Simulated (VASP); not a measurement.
Here is a VASP 6.6.1 calculation.

Contents of INCAR:

```
SYSTEM = Be3Te2Se
  ALGO = Normal
  EDIFF = 1E-6
  EDIFFG = -0.01
  ENCUT = 520
  GGA = PE
  IBRION = 2
  ISIF = 3
  ISMEAR = 0
  KPAR = 8
  LASPH = .TRUE.
  LCHARG = .FALSE.
  LREAL = .FALSE.
  LWAVE = .FALSE.
  NELM = 120
  NSW = 90
  PREC = Accurate
  SIGMA = 0.03
```

Contents of KPOINTS:

```
k-points
0
G
  8 8 4
  0 0 0
```

The input POSCAR:

```
Be3Te2Se
1.0
    3.9162790900      0.0000000000      0.0000000000
   -1.9581395500      3.3915971800      0.0000000000
    0.0000000000      0.0000000000      9.5080000000
Be Te Se
3 2 1
Direct
    0.3333333300      0.6666666700      0.5838241500
    0.0000000000      0.0000000000      0.2364324800
    0.6666666700      0.3333333300      0.9307951200
    0.3333333300      0.6666666700      0.3264619300
    0.6666666700      0.3333333300      0.6719604500
    0.0000000000      0.0000000000      0.0005258700
```

Potentials or basis: VASP PAW PBE potentials, release 64 (Be, Te, Se).

The run is started by

```sh
$ cat potpaw_PBE.64/Be/POTCAR potpaw_PBE.64/Te/POTCAR potpaw_PBE.64/Se/POTCAR > POTCAR
$ mpirun -np 8 vasp_std > vasp.out
```

Predict the relaxed volume.

20.98 Å³/atom.

What does it give for the band gap on the k mesh?

1.87 eV, indirect (least direct gap 2.23 eV).

Estimate the relaxed cell.

a = 3.902 Å, b = 3.902 Å, c = 9.543 Å, α = 90.00°, β = 90.00°, γ = 120.00°.

Final structure:
```
CELL_PARAMETERS angstrom
3.90238 0.00000 0.00000
-1.95119 3.37956 0.00000
0.00000 0.00000 9.54325
ATOMIC_POSITIONS crystal
Be 0.33333 0.66667 0.58304
Be 0.00000 0.00000 0.23557
Be 0.66667 0.33333 0.93057
Te 0.33333 0.66667 0.32703
Te 0.66667 0.33333 0.67307
Se 0.00000 0.00000 0.00072
```

Caveat: spin-orbit coupling is left out, which moves the levels of the heavy elements. A k mesh can miss the band edges.
